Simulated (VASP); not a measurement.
Output of a VASP run:

File OUTCAR:
```
 ion  position               nearest neighbor table
   1  0.000  0.000  0.000-   2 1.94   2 1.94   2 1.94   2 1.94
   2  0.250  0.250  0.250-   1 1.94   1 1.94   1 1.94   1 1.94
  LATTYP: Found a face centered cubic cell.
 ALAT       =     4.4839662546
 Subroutine PRICEL returns:
 Original cell was already a primitive cell.
 Subroutine GETGRP returns: Found 24 space group operations
The static configuration has the point symmetry T_d .
The dynamic configuration has the point symmetry T_d .
 Subroutine INISYM returns: Found 24 space group operations
 Subroutine IBZKPT returns following result:
 Found     47 irreducible k-points:

 Following reciprocal coordinates:
            Coordinates               Weight
  0.000000  0.000000  0.000000      1.000000
  0.100000  0.000000  0.000000      8.000000
  0.200000  0.000000  0.000000      8.000000
  0.300000  0.000000  0.000000      8.000000
  0.400000  0.000000  0.000000      8.000000
  0.500000  0.000000  0.000000      4.000000
  0.100000  0.100000  0.000000      6.000000
  0.200000  0.100000  0.000000     24.000000
  0.300000  0.100000  0.000000     24.000000
  0.400000  0.100000  0.000000     24.000000
  0.500000  0.100000  0.000000     24.000000
 -0.400000  0.100000  0.000000     24.000000
 -0.300000  0.100000  0.000000     24.000000
 -0.200000  0.100000  0.000000     24.000000
 -0.100000  0.100000  0.000000     12.000000
  0.200000  0.200000  0.000000      6.000000
  0.300000  0.200000  0.000000     24.000000
  0.400000  0.200000  0.000000     24.000000
  0.500000  0.200000  0.000000     24.000000
 -0.400000  0.200000  0.000000     24.000000
 -0.300000  0.200000  0.000000     24.000000
 -0.200000  0.200000  0.000000     12.000000
  0.300000  0.300000  0.000000      6.000000
  0.400000  0.300000  0.000000     24.000000
  0.500000  0.300000  0.000000     24.000000
 -0.400000  0.300000  0.000000     24.000000
 -0.300000  0.300000  0.000000     12.000000
  0.400000  0.400000  0.000000      6.000000
  0.500000  0.400000  0.000000     24.000000
 -0.400000  0.400000  0.000000     12.000000
  0.500000  0.500000  0.000000      3.000000
  0.300000  0.200000  0.100000     24.000000
  0.400000  0.200000  0.100000     48.000000
  0.500000  0.200000  0.100000     48.000000
 -0.400000  0.200000  0.100000     24.000000
  0.400000  0.300000  0.100000     24.000000
  0.500000  0.300000  0.100000     48.000000
 -0.400000  0.300000  0.100000     48.000000
 -0.300000  0.300000  0.100000     48.000000
 -0.200000  0.300000  0.100000     24.000000
   k-points           NKPTS =     47   k-points in BZ     NKDIM =     47   number of bands    NBANDS=     13
   number of dos      NEDOS =    301   number of ions     NIONS =      2
   total plane-waves  NPLWV =  13824
   dimension x,y,z NGX =    24 NGY =   24 NGZ =   24
   dimension x,y,z NGXF=    48 NGYF=   48 NGZF=   48
   ions per type =               1   1
   PREC   = accura    normal or accurate (medium, high low for compatibility)
   ISTART =      0    job   : 0-new  1-cont  2-samecut
   ICHARG =      2    charge: 1-file 2-atom 10-const
   ISPIN  =      1    spin polarized calculation?
   LNONCOLLINEAR =      F non collinear calculations
   LSORBIT =      F    spin-orbit coupling
   INIWAV =      1    electr: 0-lowe 1-rand  2-diag
   ENCUT  =  520.0 eV  38.22 Ry    6.18 a.u.   5.90  5.90  5.90*2*pi/ulx,y,z
   NELM   =    100;   NELMIN=  2; NELMDL= -5     # of ELM steps
   EDIFF  = 0.1E-06   stopping-criterion for ELM
   LREAL  =      F    real-space projection
   NLSPLINE    = F    spline interpolate recip. space projectors
   LMAXMIX     =    4 max onsite mixed and CHGCAR
   VOSKOWN=      0    Vosko Wilk Nusair interpolation
   EDIFFG = 0.1E-05   stopping-criterion for IOM
   NSW    =      0    number of steps for IOM
   NBLOCK =      1;   KBLOCK =      1    inner block; outer block
   IBRION =     -1    ionic relax: 0-MD 1-quasi-New 2-CG
...
```

OSZICAR:
```
       N       E                     dE             d eps       ncg     rms          rms(c)
DAV:   1     0.755319543443E+02    0.75532E+02   -0.97775E+03  1286   0.252E+03
DAV:   2    -0.134972384779E+02   -0.89029E+02   -0.84837E+02  1362   0.346E+02
DAV:   3    -0.194824416592E+02   -0.59852E+01   -0.59480E+01  1412   0.824E+01
DAV:   4    -0.195594845645E+02   -0.77043E-01   -0.77002E-01  1419   0.975E+00
DAV:   5    -0.195604328986E+02   -0.94833E-03   -0.94831E-03  1383   0.970E-01    0.652E+00
DAV:   6    -0.220810271361E+02   -0.25206E+01   -0.51621E+00  1526   0.387E+01    0.399E+00
DAV:   7    -0.219367885555E+02    0.14424E+00   -0.11765E+00  1835   0.176E+01    0.132E+00
DAV:   8    -0.219974746239E+02   -0.60686E-01   -0.37770E-01  1222   0.596E+00    0.921E-01
DAV:   9    -0.218530445866E+02    0.14443E+00   -0.92026E-02  1222   0.378E+00    0.448E-01
DAV:  10    -0.219909310204E+02   -0.13789E+00   -0.67449E-02  1230   0.445E+00    0.201E-01
DAV:  11    -0.219968241575E+02   -0.58931E-02   -0.55841E-03  1273   0.101E+00    0.958E-02
DAV:  12    -0.219949970526E+02    0.18271E-02   -0.96841E-04  1295   0.518E-01    0.677E-02
DAV:  13    -0.219971541457E+02   -0.21571E-02   -0.11101E-03  1237   0.434E-01    0.302E-02
DAV:  14    -0.219972169194E+02   -0.62774E-04   -0.84397E-05  1517   0.125E-01    0.257E-02
DAV:  15    -0.219972027345E+02    0.14185E-04   -0.10082E-05  1262   0.482E-02    0.203E-02
DAV:  16    -0.219972176934E+02   -0.14959E-04   -0.63062E-06  1242   0.293E-02    0.507E-03
DAV:  17    -0.219972212484E+02   -0.35551E-05   -0.19403E-06  1257   0.169E-02    0.362E-03
DAV:  18    -0.219972216572E+02   -0.40878E-06   -0.42779E-07  1437   0.962E-03    0.177E-03
DAV:  19    -0.219972220567E+02   -0.39951E-06   -0.35973E-07  1232   0.923E-03    0.565E-04
DAV:  20    -0.219972219468E+02    0.10987E-06   -0.37300E-08   706   0.203E-03    0.837E-04
DAV:  21    -0.219972220704E+02   -0.12360E-06   -0.47929E-09   631   0.173E-03    0.447E-04
DAV:  22    -0.219972219863E+02    0.84150E-07   -0.15895E-08   791   0.146E-03
   1 F= -.21997222E+02 E0= -.21997222E+02  d E =-.109683E-12
```

### OUTCAR
```
------------------------ aborting loop because EDIFF is reached ----------------------------------------
  FORCE on cell =-STRESS in cart. coord.  units (eV):
  Direction    XX          YY          ZZ          XY          YZ          ZX
  --------------------------------------------------------------------------------------
  Total        0.8412954      0.8412954      0.8412954     -0.0000000     -0.0000000      0.0000000
  in kB       59.8042520     59.8042520     59.8042520     -0.0000000     -0.0000000      0.0000000
  external PRESSURE =      59.8042520 kB  Pullay stress =       0.0000000 kB
  volume of cell :       22.54
      direct lattice vectors                 reciprocal lattice vectors
     0.000000000  2.241983127  2.241983127    -0.223016843  0.223016843  0.223016843
     2.241983127  0.000000000  2.241983127     0.223016843 -0.223016843  0.223016843
     2.241983127  2.241983127  0.000000000     0.223016843  0.223016843 -0.223016843
  FREE ENERGIE OF THE ION-ELECTRON SYSTEM (eV)
  ---------------------------------------------------
  free  energy   TOTEN  =       -21.9972219863 eV

  energy  without entropy=      -21.9972219863  energy(sigma->0) =      -21.99722199
```
(Selected blocks of OUTCAR.)

**POSCAR**
```
GaN
1
    0.0000000000     2.2419831273     2.2419831273
    2.2419831273     0.0000000000     2.2419831273
    2.2419831273     2.2419831273     0.0000000000
Ga N
1 1
Direct
  0.0000000000   0.0000000000   0.0000000000
  0.2500000000   0.2500000000   0.2500000000
```

**Question.** Write an INCAR and KPOINTS that could have produced this output.

**Answer.** Several could match; the one computed here: the input of the run itself, TPSS meta-GGA, plane waves, VASP's PBE PAW potentials (set 64).

**KPOINTS**
```
Automatic mesh
0
Gamma
10 10 10
0 0 0
```

INCAR:
```
ALGO = Normal
EDIFF = 1E-7
ENCUT = 520
ISIF = 2
ISMEAR = 0
LASPH = .TRUE.
LCHARG = .FALSE.
LMAXMIX = 4
LMIXTAU = .TRUE.
LREAL = .FALSE.
LWAVE = .FALSE.
METAGGA = TPSS
NELM = 100
PREC = Accurate
SIGMA = 0.05
SYSTEM = GaN
```

POTCAR, in this order: Ga_d N (PBE.64 set). Program: vasp_std.

The compound is GaN in the zinc blende structure, a metastable form; wurtzite is the usual one. This cell is one point of a volume scan, at 0.97 of the reference volume.
